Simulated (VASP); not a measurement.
Output of a VASP run:

### OSZICAR
```
...
   4 F= -.17837493E+02 E0= -.17837493E+02  d E =-.858794E+00
       N       E                     dE             d eps       ncg     rms          rms(c)
DAV:   1    -0.178388321168E+02   -0.13390E-02   -0.95152E-02  1584   0.253E+00    0.204E-01
DAV:   2    -0.178383727258E+02    0.45939E-03   -0.17678E-03  1906   0.671E-01    0.122E-01
DAV:   3    -0.178380619559E+02    0.31077E-03   -0.26604E-04  2210   0.279E-01    0.163E-02
DAV:   4    -0.178380656759E+02   -0.37200E-05   -0.73869E-05  1596   0.809E-02    0.760E-03
DAV:   5    -0.178380659963E+02   -0.32037E-06   -0.29682E-06  1396   0.298E-02
   5 F= -.17838066E+02 E0= -.17838066E+02  d E =-.573074E-03
       N       E                     dE             d eps       ncg     rms          rms(c)
DAV:   1    -0.178458473081E+02   -0.77816E-02   -0.85646E-01  1584   0.761E+00    0.611E-01
DAV:   2    -0.178417308634E+02    0.41164E-02   -0.15975E-02  1914   0.204E+00    0.367E-01
DAV:   3    -0.178389139468E+02    0.28169E-02   -0.24339E-03  2154   0.870E-01    0.492E-02
DAV:   4    -0.178389476267E+02   -0.33680E-04   -0.68367E-04  1596   0.252E-01    0.233E-02
DAV:   5    -0.178389501459E+02   -0.25192E-05   -0.34448E-05  1970   0.122E-01    0.897E-03
DAV:   6    -0.178389496493E+02    0.49662E-06   -0.10219E-05  1690   0.764E-02    0.370E-03
DAV:   7    -0.178389499775E+02   -0.32821E-06   -0.11288E-06   810   0.116E-02
   6 F= -.17838950E+02 E0= -.17838950E+02  d E =-.145706E-02
       N       E                     dE             d eps       ncg     rms          rms(c)
DAV:   1    -0.178393320747E+02   -0.38243E-03   -0.41019E-02  1584   0.166E+00    0.133E-01
DAV:   2    -0.178391342767E+02    0.19780E-03   -0.76040E-04  1920   0.441E-01    0.800E-02
DAV:   3    -0.178389995472E+02    0.13473E-03   -0.11855E-04  2214   0.188E-01    0.998E-03
DAV:   4    -0.178390015147E+02   -0.19675E-05   -0.32325E-05  1596   0.533E-02    0.505E-03
DAV:   5    -0.178390016539E+02   -0.13918E-06   -0.10933E-06   840   0.208E-02
   7 F= -.17839002E+02 E0= -.17839002E+02  d E =-.150873E-02
       N       E                     dE             d eps       ncg     rms          rms(c)
DAV:   1    -0.178438979616E+02   -0.48964E-02   -0.20440E-01  2080   0.624E+00    0.555E-01
DAV:   2    -0.178397392464E+02    0.41587E-02   -0.27208E-02  2068   0.291E+00    0.206E-01
DAV:   3    -0.178392285496E+02    0.51070E-03   -0.45007E-04  2386   0.611E-01    0.121E-01
DAV:   4    -0.178390271880E+02    0.20136E-03   -0.36491E-04  2200   0.238E-01    0.206E-02
DAV:   5    -0.178390256805E+02    0.15074E-05   -0.58683E-05  1656   0.797E-02    0.658E-03
DAV:   6    -0.178390259516E+02   -0.27105E-06   -0.16812E-06   958   0.465E-02
   8 F= -.17839026E+02 E0= -.17839026E+02  d E =-.242977E-04
       N       E                     dE             d eps       ncg     rms          rms(c)
DAV:   1    -0.178402414283E+02   -0.12157E-02   -0.45509E-02  2072   0.293E+00    0.264E-01
DAV:   2    -0.178393015974E+02    0.93983E-03   -0.61772E-03  2052   0.140E+00    0.974E-02
DAV:   3    -0.178391874954E+02    0.11410E-03   -0.10256E-04  2366   0.282E-01    0.570E-02
DAV:   4    -0.178391442241E+02    0.43271E-04   -0.82844E-05  2158   0.113E-01    0.980E-03
DAV:   5    -0.178391440410E+02    0.18312E-06   -0.13401E-05  1674   0.380E-02    0.311E-03
DAV:   6    -0.178391438152E+02    0.22579E-06   -0.37720E-07   792   0.226E-02
   9 F= -.17839144E+02 E0= -.17839144E+02  d E =-.142161E-03
```

**OUTCAR**
```
------------------------ aborting loop because EDIFF is reached ----------------------------------------
  FORCE on cell =-STRESS in cart. coord.  units (eV):
  Direction    XX          YY          ZZ          XY          YZ          ZX
  --------------------------------------------------------------------------------------
  Total       -0.0004260     -0.0004260      0.0030242      0.0000000      0.0000000      0.0000000
  in kB       -0.0138265     -0.0138265      0.0981612      0.0000000      0.0000000      0.0000000
  external PRESSURE =       0.0235027 kB  Pullay stress =       0.0000000 kB
  volume of cell :       49.36
      direct lattice vectors                 reciprocal lattice vectors
     3.279214375  0.000000000  0.000000000     0.304951091  0.176063567 -0.000000000
    -1.639607187  2.839883399 -0.000000000     0.000000000  0.352127133  0.000000000
     0.000000000 -0.000000000  5.300451705     0.000000000  0.000000000  0.188663166
  FREE ENERGIE OF THE ION-ELECTRON SYSTEM (eV)
  ---------------------------------------------------
  free  energy   TOTEN  =       -17.8391438152 eV

  energy  without entropy=      -17.8391438152  energy(sigma->0) =      -17.83914382

 reached required accuracy - stopping structural energy minimisation
```
(Selected blocks of OUTCAR.)

File POSCAR:
```
ZnO
1
    3.0700400000     0.0000000000     0.0000000000
   -1.5350200000     2.6587330000     0.0000000000
    0.0000000000     0.0000000000     5.0139600000
Zn O
2 2
Direct
  0.3333330000   0.6666670000   0.0000000000
  0.6666670000   0.3333330000   0.5000000000
  0.3333330000   0.6666670000   0.3750000000
  0.6666670000   0.3333330000   0.8750000000
```

Q: Write an INCAR and KPOINTS that could have produced this output.

A: Several could match; the one computed here: the input of the run itself, PBE GGA, plane waves, VASP's PBE PAW potentials (set 64).

KPOINTS:
```
Automatic
0
gamma
 9 9 5
0 0 0
```

### INCAR
```
! general
SYSTEM  = ZnO
PREC    = Accurate
ENCUT   = 520
LREAL   = .False.
LASPH   = .True.

! electronic loop
EDIFF   = 1E-6
NELM    = 100
ALGO    = Normal
LMAXMIX = 4

! smearing
ISMEAR  = 0
SIGMA   = 0.05

! functional
GGA     = PE

! ions
IBRION  = 2
NSW     = 60
ISIF    = 3
EDIFFG  = -0.01

! output
LWAVE   = .False.
LCHARG  = .False.
```

POTCAR, in this order: Zn O (PBE.64 set). Program: vasp_std.

Energy and stress use the plane-wave basis of the starting cell.

The structure was generated: ZnO was put into the wurtzite type (P6_3mc), which need not be its known phase. This run relaxes it. Symmetry was kept, so distortions that lower it aren't found.
